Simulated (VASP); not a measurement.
# BAs (F-43m): one-shot GW input and result

Computed with VASP 6.6.1, G0W0@PBE, real-axis frequency integration, PAW potentials of the _GW family.

Input:

POSCAR
```
BAs
1.0
0 2.3885 2.3885
2.3885 0 2.3885
2.3885 2.3885 0
B As
1 1
Direct
0 0 0
0.25 0.25 0.25
```
KPOINTS
```
Automatic
0
Gamma
6 6 6
0 0 0
```
Potentials (PBE.64): B_GW, As_GW
INCAR, step 1 of 3
```
ENCUT = 318.6
LASPH = .TRUE.
ISMEAR = 0
SIGMA = 0.01
EDIFF = 1E-8
NELM = 200
LWAVE = .TRUE.
```
INCAR, step 2 of 3
```
ENCUT = 318.6
LASPH = .TRUE.
ISMEAR = 0
SIGMA = 0.01
NBANDS = 275
ALGO = Exact
NELM = 1
LWAVE = .TRUE.
LOPTICS = .TRUE.
```
INCAR, step 3 of 3
```
ENCUT = 318.6
LASPH = .TRUE.
ISMEAR = 0
SIGMA = 0.01
NBANDS = 275
NBANDSGW = 8
ALGO = EVGW0
NELMGW = 1
NOMEGA = 200
PRECFOCK = Fast
ENCUTGW = 180
ENCUTGWSOFT = 180
```

The input is rewritten from the run's settings.

Levels count from the highest filled Kohn-Sham level listed; ε_QP = ε_KS + Z(Σ − Vxc). VB is the top filled band, CB the lowest empty one. Points in brackets are given in fractions of the reciprocal vectors. Linearised levels far below the gap are rough.

```tsv
k	band	ε_KS (eV)	Σx − Vxc (eV)	Σc (eV)	Z	ε_QP (eV)
Γ	VB-3	-15.41	-7.95	6.87	0.69	-16.15
Γ	VB	0.00	-1.40	0.60	0.79	-0.64
Γ	CB	3.27	4.63	-4.37	0.79	3.48
L	VB	-1.82	-2.20	1.31	0.79	-2.53
L	CB	2.67	4.76	-4.54	0.79	2.85
(1/3, 1/3, 0)	VB	-3.46	-2.84	1.87	0.77	-4.20
(1/3, 1/3, 0)	CB	1.27	4.06	-4.06	0.80	1.27
X	VB	-4.08	-3.12	2.12	0.76	-4.84
X	CB	1.42	4.07	-4.19	0.80	1.32
```

The gap (from Γ to k = (1/3, 1/3, 0)) opens from 1.27 eV to 1.91 eV.

Electronic (ion-clamped) dielectric constant on this mesh, from the head of the inverse dielectric matrix: 10.6.

Spin-orbit coupling is left out. Band sums or response are cut, so the gap isn't at its basis limit. The gap is read among the points solved; the crystal's band edges can lie elsewhere. Meshes this coarse can overestimate the dielectric constant by a tenth and more.
